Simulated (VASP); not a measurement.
VASP runs on FeGe (space group P2_13) share one base input (PBE GGA, plane waves, VASP's PBE PAW potentials (set 64)) and change the settings named in each case.

POSCAR:
```
FeGe
1
    4.7219410000     0.0000000000     0.0000000000
    0.0000000000     4.7219410000     0.0000000000
    0.0000000000     0.0000000000     4.7219410000
Fe Ge
4 4
Direct
  0.1347600000   0.1347600000   0.1347600000
  0.3652400000   0.8652400000   0.6347600000
  0.6347600000   0.3652400000   0.8652400000
  0.8652400000   0.6347600000   0.3652400000
  0.8449700000   0.8449700000   0.8449700000
  0.6550300000   0.1550300000   0.3449700000
  0.3449700000   0.6550300000   0.1550300000
  0.1550300000   0.3449700000   0.6550300000
```

INCAR:
```
GGA = PE   # PBE
ENCUT = 300
LORBIT = 11
LCHARG = .False.
ISIF = 2
LWAVE = .False.
SYSTEM = FeGe
ISMEAR = -1   # Fermi-Dirac
NELM = 100   # most electronic steps
PREC = Accurate
SIGMA = 0.1   # width (eV)
ALGO = Normal
LASPH = .True.   # aspherical one-centre terms
LMAXMIX = 4
ISPIN = 2   # spin-polarised
LREAL = .False.   # projection in real space or not
EDIFF = 1E-6
```

### KPOINTS
```
Regular mesh
0
Gamma
3 3 3
0 0 0
```

POTCAR, in this order: Fe Ge_d (PBE.64 set). Program: vasp_std. The INCAR's line for the spin-polarised start is left out here.

| change | E(σ→0) (eV/atom) | pressure (GPa) | largest force (eV/Å) | −TS (eV) |
|---|---|---|---|---|
| base run | -6.4754 | -6.45 | 0.334 | -0.2267 |
| GGA = PS | -7.0988 | -13.40 | 0.350 | -0.2269 |
| GGA_COMPAT = .FALSE., ISPIN removed, LNONCOLLINEAR = .TRUE., LSORBIT = .TRUE., another spin-polarised start, program vasp_ncl | -6.4828 | -6.44 | 0.335 | -0.2271 |
| KPOINTS 7×7×7 Γ-centred mesh | -6.4678 | -6.25 | 0.332 | -0.2432 |
 Energies of different potentials or functionals have different zeros.  The run has a spin-polarised start. At 300 eV the pressure can carry a Pulay error.

Left out are runs that ran out of time, are held back, or changed the cell or the kind of run, fixed moments of cells without a moment, rows past the twelfth, gaps on odd meshes, pressures of charged cells and columns that move by less than the noise.

The structure comes from a computed database's FeGe entry; how it stands against other phases isn't given here. The cell was not relaxed at this level, forces remain on its atoms, its lattice was scaled by up to 2.5 %.
